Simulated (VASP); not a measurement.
An input for Ansatz (written as the equivalent of a VASP run, and not itself run):

Ansatz 0.2 input:
```yaml
crystal:
  lattice:
    - [-2.0181056, 2.0181056, 2.0181056]
    - [2.0181056, -2.0181056, 2.0181056]
    - [2.0181056, 2.0181056, -2.0181056]
  atoms:
    - { symbol: K, position: [1.0000000, 0.0000000, 0.0000000] }
kpoints:
  mp_grid: { grid: [13, 13, 13] }
hamiltonian:
  xc: lda
  pseudopotentials: { kind: paw }
scf:
  occupations: { method: methfessel_paxton, width: 0.1 }
  max_iter: 100
relax:
  max_steps: 40
  f_tol: 0.02
  cell: { p_target: 10 }
output: { forces: true, stress: true, eigenvalues: true }
```

Translate this input to VASP (INCAR, KPOINTS, POSCAR, choice of POTCAR).

This is not unique; one that fits is 
### POSCAR
```
K
1
   -2.0181056353     2.0181056353     2.0181056353
    2.0181056353    -2.0181056353     2.0181056353
    2.0181056353     2.0181056353    -2.0181056353
K
1
Direct
  1.0000000000   0.0000000000   0.0000000000
```

INCAR:
```
! general
SYSTEM  = K
PREC    = Accurate
ENCUT   = 500
LREAL   = .FALSE.   ! projection in real space or not
LASPH   = .TRUE.   ! aspherical one-centre terms

! electronic loop
EDIFF   = 1E-6
NELM    = 100   ! most electronic steps
ALGO    = Normal

! smearing
ISMEAR  = 1   ! Methfessel-Paxton
SIGMA   = 0.1   ! width (eV)

! ions
IBRION  = 2   ! conjugate gradients
NSW     = 40
ISIF    = 3
EDIFFG  = -0.02   ! ionic stop
PSTRESS = 100   ! kbar

! output
LWAVE   = .FALSE.
LCHARG  = .FALSE.
```

**KPOINTS**
```
Automatic mesh
0
Gamma
13 13 13
0 0 0
```

POTCAR, in this order: K_sv (LDA.64 set). Program: vasp_std.

What does not carry over: each code has its own PAW files, so the cut-off isn't converted (ENCUT is set for VASP's; basis.ecutwfc is left out, and Ansatz then takes the one that its files recommend); Ansatz stops its SCF on the density residual and VASP on the energy change (EDIFF); Ansatz's lda is the Perdew-Wang form, while the LDA potentials of VASP carry Perdew-Zunger's.

The compound is K in the bcc structure. It was relaxed first under an external pressure of 10 GPa.
